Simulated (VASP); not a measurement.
Input:

```xyz
2
Lattice="0.0000 2.7521 2.7521 2.7521 0.0000 2.7521 2.7521 2.7521 0.0000" Properties=species:S:1:pos:R:3 pbc="T T T"
Mg     0.0000     0.0000     0.0000
Se     2.7521     2.7521     2.7521
```

These are B3LYP hybrid, VASP's PBE PAW potentials (set 64) (plane waves; VASP) values and carry that method's errors. Numerical set-up: 520 eV cut-off, 6×6×6 Γ-centred mesh, Gaussian smearing of 0.050 eV, potentials Mg Se.

### Question
Predict the energy per atom (σ→0), band gap (over the mesh, the named points and PBE's band edges) with the smallest direct gap where there is one.

### Answer

```yaml
band gap (over the mesh, the named points and PBE's band edges): 3.03 eV
smallest direct gap (over the mesh, the named points and PBE's band edges): 3.86 eV
energy per atom (σ→0): -4.018 eV/atom
```

Only differences to runs with the same potentials and settings are physical.

The compound is MgSe in the rock salt structure. It was relaxed first.
